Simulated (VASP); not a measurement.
Data:

```yaml
crystal:
  lattice:
    - [2.93760, 0.00000, 0.00000]
    - [0.00000, 2.93760, 0.00000]
    - [0.00000, 0.00000, 2.93760]
  atoms:
    - { symbol: Ga, position: [0.50000, 0.50000, 0.50000] }
    - { symbol: Co, position: [0.00000, 0.00000, 0.00000] }
```

Level of theory: PBE GGA + U (Dudarev), VASP's PBE PAW potentials (set 64) (plane waves; VASP). Settings: 400 eV cut-off, 11×11×11 Γ-centred mesh, first-order Methfessel-Paxton smearing of 0.10 eV, potentials Ga_d Co, U − J: Co 1.00 eV.

Task: Predict the energy per atom (σ→0), pressure, band gap (on the k-mesh) with the smallest direct gap where there is one.

Result: 
The band gap (on the k-mesh) is none (metal, semimetal or under 0.01 eV), the energy per atom (σ→0) is -4.762 eV/atom and the pressure is -10.52 GPa.

The absolute energy has meaning only against runs of the same code, potentials and settings.

The compound is CoGa in the CsCl type structure. The cell was not relaxed at this level. The run is one of a series of settings (LDAU = .TRUE., LDAUJ = 0 0, LDAUL = -1 2, LDAUTYPE = 2, LDAUU = 0 1.0 against the base run), some of them coarse on purpose. The run is not spin-polarised, so no magnetic state was tried.
